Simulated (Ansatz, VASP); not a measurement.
As2Se in VASP and in Ansatz

Contents of INCAR:

```
SYSTEM = As2Se
  ALGO = Normal
  EDIFF = 1E-6
  ENCUT = 520
  GGA = PS
  ISIF = 2
  ISMEAR = 0
  LASPH = .TRUE.
  LCHARG = .TRUE.
  LELF = .TRUE.
  LREAL = .FALSE.
  LVHAR = .TRUE.
  LWAVE = .FALSE.
  NBANDS = 25
  NELM = 80
  PREC = Accurate
  SIGMA = 0.1
```

File KPOINTS:

```
k-points
0
G
  2 2 2
  0 0 0
```

Contents of POSCAR:

```
As2Se
1.0
   -3.5294180000      3.5294180000      2.6535710000
    3.5294180000     -3.5294180000      2.6535710000
    3.5294180000      3.5294180000     -2.6535710000
As Se
4 2
Direct
    0.8750000000      0.1250000000      0.7500000000
    0.3750000000      0.1250000000      0.2500000000
    0.8750000000      0.6250000000      0.7500000000
    0.8750000000      0.1250000000      0.2500000000
    0.5000000000      0.5000000000      0.0000000000
    0.2500000000      0.7500000000      0.5000000000
```

Input for Ansatz:

```yaml
crystal:
  lattice:
    - [-3.529418, 3.529418, 2.653571]
    - [3.529418, -3.529418, 2.653571]
    - [3.529418, 3.529418, -2.653571]
  atoms:
    - { symbol: As, position: [0.875, 0.125, 0.75] }
    - { symbol: As, position: [0.375, 0.125, 0.25] }
    - { symbol: As, position: [0.875, 0.625, 0.75] }
    - { symbol: As, position: [0.875, 0.125, 0.25] }
    - { symbol: Se, position: [0.5, 0.5, 0.0] }
    - { symbol: Se, position: [0.25, 0.75, 0.5] }
basis:
  ecutwfc: 420
kpoints:
  mp_grid: { grid: [2, 2, 2] }
hamiltonian:
  xc: pbesol
scf:
  occupations: { method: gaussian, width: 0.1 }
output:
  forces: true
  stress: true
  eigenvalues: true
```

Alike in both runs: task single point; functional PBEsol; k mesh 2 × 2 × 2; occupations gaussian, width 0.1 eV; no spin polarisation.

|  | VASP | Ansatz |
| --- | --- | --- |
| version | VASP 6.6.1 | Ansatz 0.2.0 |
| potentials or method | VASP PAW PBE potentials, release 64 (As, Se) | scalar-relativistic, plane waves, PAW |
| plane-wave cutoff (eV) | 520 | 420 |
| valence electrons in the cell | 32 | 92 |

Ansatz gave:

```
gap on the k mesh at the Fermi level (eV)       : none
pressure (GPa)                                  : -3.6
largest component of the traceless stress (GPa) : 6.25
```

Task: Which values does VASP return?

Result: gap on the k mesh at the Fermi level (eV): none; pressure (GPa): -3.5; largest component of the traceless stress (GPa): 6.21.

A gap of «none» marks a metal or a gap that the smearing closes. The functional is the same, so the differences come from potentials, cutoffs and numerics. The two sets of potentials don't hold the same shells in valence.

Caveats: the k mesh is coarse (spacing up to 0.74 Å⁻¹), so the values aren't converged; the PAW data sets were made with another functional, which shifts forces and pressure a little (VASP).
